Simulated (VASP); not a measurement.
Write the native input for VASP 6.6.1 that does the following.

```
Task                   : relaxation of cell and atoms
Functional             : LDA
Potentials or basis    : VASP PAW LDA potentials, release 64 (Ni)
Cutoff                 : 520 eV
k mesh                 : 20 × 20 × 20
Occupations            : gaussian, width 0.1 eV
Spin                   : collinear spin, ferromagnetic start
Starting moments       : [0.8] μB
Further INCAR settings : ALGO = Fast; EDIFF = 1e-07; IBRION = 2; EDIFFG = -0.002; NSW = 80; ISIF = 3
```

The structure of Ni lies in POSCAR:

```
Ni
1.0
    0.0000000000      1.7619350000      1.7619350000
    1.7619350000      0.0000000000      1.7619350000
    1.7619350000      1.7619350000      0.0000000000
Ni
1
Direct
    0.0000000000      0.0000000000      0.0000000000
```

One way to write it, as run:

INCAR

```
ALGO = Fast ; EDIFF = 1E-7
EDIFFG = -0.002 ; ENCUT = 520
GGA = CA ; IBRION = 2
ISIF = 3 ; ISMEAR = 0
ISPIN = 2 ; LASPH = T
LCHARG = F ; LMAXMIX = 4
LORBIT = 11 ; LREAL = F
LWAVE = F ; MAGMOM = 0.8
NELM = 100 ; NSW = 80
PREC = Accurate ; SIGMA = 0.1
```

KPOINTS

```
k-points
0
Gamma
  20 20 20
```

Potentials or basis: VASP PAW LDA potentials, release 64 (Ni).

Run with:

```sh
$ cat potpaw_LDA.64/Ni/POTCAR > POTCAR
$ mpirun -np 1 vasp_std > vasp.out
```

It gave:

| Property | Result |
| --- | --- |
| Relaxed volume | 10.03 Å³/atom |
| Relaxed cell | a = 2.421 Å, b = 2.421 Å, c = 2.421 Å, α = 60.00°, β = 60.00°, γ = 60.00° |
| Space group after relaxing (to 0.05 Å) | Fm-3m (No. 225) |
| Energy gained by relaxing | 54.8 meV/atom |
| Ionic steps | 6 |
| Pressure after relaxing | 0.0 GPa |
| Band gap on the k mesh | none (metal or under the smearing width) |
| Net moment | 0.60 μB per cell |
| Site moments | Ni +0.60 μB |
| Valence electrons inside the program's atomic spheres | Ni 9.48 |

Wall time 2.7 min on 1 thread of Intel(R) Xeon(R) Platinum 8488C (Sapphire Rapids), with other jobs on the host, peak memory 0.17 GiB.
